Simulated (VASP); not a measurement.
OSZICAR of a VASP run on W16S:

OSZICAR:
```
...
DAV:   2    -0.203966886078E+03   -0.62582E-03   -0.73852E-03  2784   0.263E-01    0.925E-02
DAV:   3    -0.203967160180E+03   -0.27410E-03   -0.20680E-03  3227   0.147E-01    0.975E-02
DAV:   4    -0.203966872648E+03    0.28753E-03   -0.21758E-03  3232   0.157E-01    0.623E-02
DAV:   5    -0.203966840135E+03    0.32513E-04   -0.22346E-04  2752   0.551E-02    0.392E-02
DAV:   6    -0.203966834567E+03    0.55683E-05   -0.86334E-05  2440   0.315E-02
   7 F= -.20396683E+03 E0= -.20396619E+03  d E =-.105986E-02
       N       E                     dE             d eps       ncg     rms          rms(c)
DAV:   1    -0.203963298733E+03    0.35414E-02   -0.12347E+00  1952   0.355E+00    0.472E-01
DAV:   2    -0.203968766491E+03   -0.54678E-02   -0.63202E-02  2816   0.766E-01    0.267E-01
DAV:   3    -0.203977015383E+03   -0.82489E-02   -0.55113E-02  3312   0.740E-01    0.414E-01
DAV:   4    -0.203968276584E+03    0.87388E-02   -0.44267E-02  3328   0.689E-01    0.172E-01
DAV:   5    -0.203968227827E+03    0.48757E-04   -0.19240E-03  2792   0.146E-01    0.117E-01
DAV:   6    -0.203968167845E+03    0.59981E-04   -0.51252E-04  2984   0.741E-02    0.471E-02
DAV:   7    -0.203968167779E+03    0.66513E-07   -0.95870E-05  2496   0.343E-02
   8 F= -.20396817E+03 E0= -.20396736E+03  d E =-.239307E-02
       N       E                     dE             d eps       ncg     rms          rms(c)
DAV:   1    -0.203968519197E+03   -0.35135E-03   -0.13195E-01  1952   0.113E+00    0.165E-01
DAV:   2    -0.203969428882E+03   -0.90969E-03   -0.89133E-03  2816   0.290E-01    0.109E-01
DAV:   3    -0.203972216285E+03   -0.27874E-02   -0.22974E-02  3384   0.481E-01    0.227E-01
DAV:   4    -0.203969128681E+03    0.30876E-02   -0.14246E-02  3392   0.384E-01    0.608E-02
DAV:   5    -0.203969150888E+03   -0.22207E-04   -0.41532E-04  2856   0.631E-02    0.428E-02
DAV:   6    -0.203969144996E+03    0.58929E-05   -0.45093E-05  1928   0.239E-02
   9 F= -.20396914E+03 E0= -.20396833E+03  d E =-.977217E-03
       N       E                     dE             d eps       ncg     rms          rms(c)
DAV:   1    -0.203965779152E+03    0.33717E-02   -0.11861E+00  1952   0.338E+00    0.499E-01
DAV:   2    -0.203972994166E+03   -0.72150E-02   -0.74206E-02  2784   0.830E-01    0.320E-01
DAV:   3    -0.203995909150E+03   -0.22915E-01   -0.16711E-01  3384   0.130E+00    0.644E-01
DAV:   4    -0.203971236711E+03    0.24672E-01   -0.10790E-01  3392   0.109E+00    0.196E-01
DAV:   5    -0.203971368972E+03   -0.13226E-03   -0.36425E-03  2864   0.190E-01    0.130E-01
DAV:   6    -0.203971311889E+03    0.57083E-04   -0.60304E-04  2984   0.855E-02    0.647E-02
DAV:   7    -0.203971317692E+03   -0.58024E-05   -0.15965E-04  2824   0.491E-02    0.474E-02
DAV:   8    -0.203971310175E+03    0.75171E-05   -0.66958E-05  2264   0.316E-02
  10 F= -.20397131E+03 E0= -.20397048E+03  d E =-.314240E-02
       N       E                     dE             d eps       ncg     rms          rms(c)
DAV:   1    -0.203949708302E+03    0.21609E-01   -0.47509E+00  1952   0.677E+00    0.111E+00
DAV:   2    -0.203978297288E+03   -0.28589E-01   -0.29670E-01  2792   0.165E+00    0.640E-01
DAV:   3    -0.204077492188E+03   -0.99195E-01   -0.67711E-01  3392   0.266E+00    0.130E+00
DAV:   4    -0.203971763971E+03    0.10573E+00   -0.41651E-01  3400   0.227E+00    0.398E-01
DAV:   5    -0.203972741991E+03   -0.97802E-03   -0.18472E-02  2928   0.421E-01    0.274E-01
DAV:   6    -0.203972239612E+03    0.50238E-03   -0.36674E-03  2968   0.222E-01    0.152E-01
DAV:   7    -0.203972236813E+03    0.27990E-05   -0.63429E-04  2936   0.102E-01    0.104E-01
DAV:   8    -0.203972232021E+03    0.47924E-05   -0.19174E-04  3016   0.499E-02    0.585E-02
DAV:   9    -0.203972212583E+03    0.19438E-04   -0.15741E-04  2904   0.415E-02    0.208E-02
DAV:  10    -0.203972204500E+03    0.80833E-05   -0.46132E-05  2048   0.244E-02
  11 F= -.20397220E+03 E0= -.20397139E+03  d E =-.403672E-02
       N       E                     dE             d eps       ncg     rms          rms(c)
DAV:   1    -0.203970238343E+03    0.19742E-02   -0.46504E-01  1952   0.211E+00    0.304E-01
DAV:   2    -0.203973047979E+03   -0.28096E-02   -0.29119E-02  2784   0.517E-01    0.187E-01
DAV:   3    -0.203981576069E+03   -0.85281E-02   -0.59571E-02  3416   0.804E-01    0.383E-01
DAV:   4    -0.203972386385E+03    0.91897E-02   -0.37566E-02  3424   0.668E-01    0.112E-01
DAV:   5    -0.203972461564E+03   -0.75179E-04   -0.15250E-03  2848   0.120E-01    0.823E-02
DAV:   6    -0.203972413755E+03    0.47809E-04   -0.34843E-04  2976   0.684E-02    0.395E-02
DAV:   7    -0.203972410838E+03    0.29165E-05   -0.42050E-05  2000   0.266E-02
  12 F= -.20397241E+03 E0= -.20397158E+03  d E =-.424306E-02
       N       E                     dE             d eps       ncg     rms          rms(c)
DAV:   1    -0.203972288290E+03    0.12546E-03   -0.27885E-01  1952   0.162E+00    0.250E-01
DAV:   2    -0.203974067948E+03   -0.17797E-02   -0.18286E-02  2768   0.423E-01    0.155E-01
DAV:   3    -0.203979984038E+03   -0.59161E-02   -0.43954E-02  3384   0.671E-01    0.321E-01
DAV:   4    -0.203973594481E+03    0.63896E-02   -0.30254E-02  3408   0.564E-01    0.916E-02
DAV:   5    -0.203973635689E+03   -0.41208E-04   -0.86531E-04  2880   0.960E-02    0.671E-02
DAV:   6    -0.203973609241E+03    0.26448E-04   -0.19012E-04  2856   0.511E-02    0.275E-02
DAV:   7    -0.203973609258E+03   -0.17141E-07   -0.29897E-05  1728   0.231E-02
  13 F= -.20397361E+03 E0= -.20397275E+03  d E =-.119842E-02
       N       E                     dE             d eps       ncg     rms          rms(c)
DAV:   1    -0.203963454658E+03    0.10155E-01   -0.25025E+00  1952   0.487E+00    0.798E-01
DAV:   2    -0.203979577231E+03   -0.16123E-01   -0.16303E-01  2784   0.125E+00    0.469E-01
DAV:   3    -0.204038785385E+03   -0.59208E-01   -0.41628E-01  3384   0.208E+00    0.100E+00
DAV:   4    -0.203975249645E+03    0.63536E-01   -0.25645E-01  3408   0.175E+00    0.285E-01
DAV:   5    -0.203975642100E+03   -0.39245E-03   -0.86154E-03  2880   0.290E-01    0.175E-01
DAV:   6    -0.203975540403E+03    0.10170E-03   -0.11178E-03  2992   0.116E-01    0.904E-02
DAV:   7    -0.203975545889E+03   -0.54860E-05   -0.45225E-04  3008   0.785E-02    0.588E-02
DAV:   8    -0.203975527791E+03    0.18098E-04   -0.20206E-04  2976   0.530E-02    0.312E-02
DAV:   9    -0.203975524663E+03    0.31276E-05   -0.37884E-05  1872   0.262E-02
  14 F= -.20397552E+03 E0= -.20397455E+03  d E =-.311382E-02
       N       E                     dE             d eps       ncg     rms          rms(c)
DAV:   1    -0.203975074496E+03    0.45329E-03   -0.10715E-01  1957   0.100E+00    0.149E-01
DAV:   2    -0.203975654593E+03   -0.58010E-03   -0.65405E-03  2792   0.243E-01    0.860E-02
DAV:   3    -0.203976232315E+03   -0.57772E-03   -0.39099E-03  3256   0.206E-01    0.114E-01
DAV:   4    -0.203975625538E+03    0.60678E-03   -0.34184E-03  3264   0.194E-01    0.567E-02
DAV:   5    -0.203975618063E+03    0.74745E-05   -0.19999E-04  2832   0.488E-02    0.414E-02
DAV:   6    -0.203975607734E+03    0.10329E-04   -0.80921E-05  2536   0.341E-02    0.152E-02
DAV:   7    -0.203975608683E+03   -0.94820E-06   -0.13855E-05  1328   0.151E-02
  15 F= -.20397561E+03 E0= -.20397462E+03  d E =-.319784E-02
       N       E                     dE             d eps       ncg     rms          rms(c)
DAV:   1    -0.203974912783E+03    0.69495E-03   -0.42135E-01  1952   0.204E+00    0.281E-01
DAV:   2    -0.203976913416E+03   -0.20006E-02   -0.22967E-02  2800   0.453E-01    0.163E-01
DAV:   3    -0.203978359724E+03   -0.14463E-02   -0.10184E-02  3224   0.332E-01    0.190E-01
DAV:   4    -0.203976861386E+03    0.14983E-02   -0.10250E-02  3232   0.336E-01    0.108E-01
DAV:   5    -0.203976777118E+03    0.84268E-04   -0.80677E-04  2840   0.100E-01    0.742E-02
DAV:   6    -0.203976744823E+03    0.32296E-04   -0.29341E-04  2920   0.622E-02    0.241E-02
DAV:   7    -0.203976749594E+03   -0.47712E-05   -0.52942E-05  2192   0.269E-02
  16 F= -.20397675E+03 E0= -.20397572E+03  d E =-.114091E-02
       N       E                     dE             d eps       ncg     rms          rms(c)
DAV:   1    -0.203973470248E+03    0.32746E-02   -0.88989E-01  1952   0.297E+00    0.415E-01
DAV:   2    -0.203977694588E+03   -0.42243E-02   -0.48648E-02  2808   0.657E-01    0.237E-01
DAV:   3    -0.203980162029E+03   -0.24674E-02   -0.17758E-02  3208   0.442E-01    0.258E-01
DAV:   4    -0.203977650388E+03    0.25116E-02   -0.19218E-02  3216   0.462E-01    0.157E-01
DAV:   5    -0.203977424334E+03    0.22605E-03   -0.18052E-03  2984   0.151E-01    0.108E-01
DAV:   6    -0.203977355820E+03    0.68513E-04   -0.63875E-04  2904   0.920E-02    0.355E-02
DAV:   7    -0.203977365953E+03   -0.10133E-04   -0.12068E-04  2584   0.393E-02    0.193E-02
DAV:   8    -0.203977363310E+03    0.26431E-05   -0.18596E-05  1464   0.179E-02
  17 F= -.20397736E+03 E0= -.20397630E+03  d E =-.175463E-02
       N       E                     dE             d eps       ncg     rms          rms(c)
DAV:   1    -0.203977279232E+03    0.86721E-04   -0.88059E-02  1952   0.938E-01    0.131E-01
DAV:   2    -0.203977703429E+03   -0.42420E-03   -0.48413E-03  2808   0.204E-01    0.656E-02
DAV:   3    -0.203978546592E+03   -0.84316E-03   -0.53647E-03  3392   0.235E-01    0.125E-01
DAV:   4    -0.203977659886E+03    0.88671E-03   -0.41821E-03  3392   0.214E-01    0.402E-02
DAV:   5    -0.203977663013E+03   -0.31267E-05   -0.16853E-04  2728   0.417E-02    0.298E-02
DAV:   6    -0.203977658061E+03    0.49524E-05   -0.30016E-05  1752   0.220E-02
  18 F= -.20397766E+03 E0= -.20397655E+03  d E =-.294751E-03
```

Problem. Which electronic solver shows in the log?

Solution. It is blocked Davidson (ALGO = Normal, or the opening steps of other solvers). The INCAR had ALGO = Normal.

Problem. Can the final energy be trusted as converged?

Solution. The calculation finished and met its thresholds. It stopped with EDIFF = 1E-5, NELM = 100, NSW = 120 and EDIFFG = -0.03 after 18 ionic steps (PBE GGA, plane waves, VASP's PBE PAW potentials (set 64)).

The cell is a thin slab with vacuum, built from W (bcc): (110) face, S adsorbed.
